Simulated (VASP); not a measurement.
```
LiH
1.0
    0.00000     1.95099     1.95099
    1.95099     0.00000     1.95099
    1.95099     1.95099     0.00000
Li H
1 1
Direct
  0.00000   0.00000   0.00000
  0.50000   0.50000   0.50000
```

Method: LDA (Ceperley-Alder, Perdew-Zunger), VASP's LDA PAW potentials (set 64) (plane waves; VASP 6.6.1). Numerical set-up: 520 eV cut-off, 12×12×12 Γ-centred mesh, Gaussian smearing of 0.050 eV, potentials Li_sv H.

Problem. What does the run give for the energy per atom (σ→0), band gap (on the k-mesh) with the smallest direct gap where there is one?

Solution. 
| Quantity | Result |
|---|---|
| band gap (on the k-mesh) | 2.52 eV |
| smallest direct gap (on the k-mesh) | 2.52 eV |
| energy per atom (σ→0) | -3.248 eV/atom |

Only differences to runs with the same potentials and settings are physical.

The compound is LiH in the rock salt structure. It was relaxed first, which changed the volume by -13 %.
